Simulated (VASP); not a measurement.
An input for Quantum ESPRESSO's pw.x (written as the equivalent of a VASP run, and not itself run):

```
&CONTROL
  calculation = 'vc-relax'
  pseudo_dir = './pseudo'
  outdir = './out'
  tprnfor = .true.
  tstress = .true.
  nstep = 60
  forc_conv_thr = 0.00039
/
&SYSTEM
  ibrav = 0
  nat = 1
  ntyp = 1
  ecutwfc = 88
  occupations = 'smearing'
  smearing = 'methfessel-paxton'
  degauss = 0.00735
  input_dft = 'vdw-df-ob86'
/
&ELECTRONS
  conv_thr = 7.3e-08
  electron_maxstep = 100
/
&IONS
/
&CELL
/
ATOMIC_SPECIES
  Na 22.990 Na.upf
CELL_PARAMETERS angstrom
    -2.0881070    2.0881070    2.0881070
     2.0881070   -2.0881070    2.0881070
     2.0881070    2.0881070   -2.0881070
ATOMIC_POSITIONS crystal
  Na   0.0000000  0.0000000  0.0000000
K_POINTS automatic
  11 11 11 0 0 0
```

Task: Write the VASP files for the same calculation (optB86b-vdW).

Result: This is not unique; one that fits is 
**KPOINTS**
```
Regular mesh
0
Gamma
 11 11 11
```

POSCAR:
```
Na
1.0
 -2.0881069947   2.0881069947   2.0881069947
  2.0881069947  -2.0881069947   2.0881069947
  2.0881069947   2.0881069947  -2.0881069947
Na
1
direct
  0.0000000000   0.0000000000   0.0000000000
```

**INCAR**
```
AGGAC = 0.0
ALGO = Normal
EDIFF = 1E-6
EDIFFG = -0.01
ENCUT = 520
GGA = MK
IBRION = 2
ISIF = 3
ISMEAR = 1
LASPH = .True.
LCHARG = .False.
LREAL = .False.
LUSE_VDW = .True.
LWAVE = .False.
NELM = 100
NSW = 60
PARAM1 = 0.1234
PARAM2 = 1.0
PREC = Accurate
SIGMA = 0.1
SYSTEM = Na
```

POTCAR, in this order: Na_pv (PBE.64 set). Program: vasp_std.

The two are equivalent in intent, not identical: the potentials are each code's own (VASP's PAW set, PseudoDojo norm-conserving files in pw.x), so ENCUT and ecutwfc are chosen apart and not converted; conv_thr bounds pw.x's estimated SCF error, while EDIFF bounds the energy change between steps; forc_conv_thr acts on force components and is met together with etot_conv_thr.

The compound is Na in the bcc structure. It was relaxed first, which changed the volume by -6 %. The start is the result of an earlier pass.
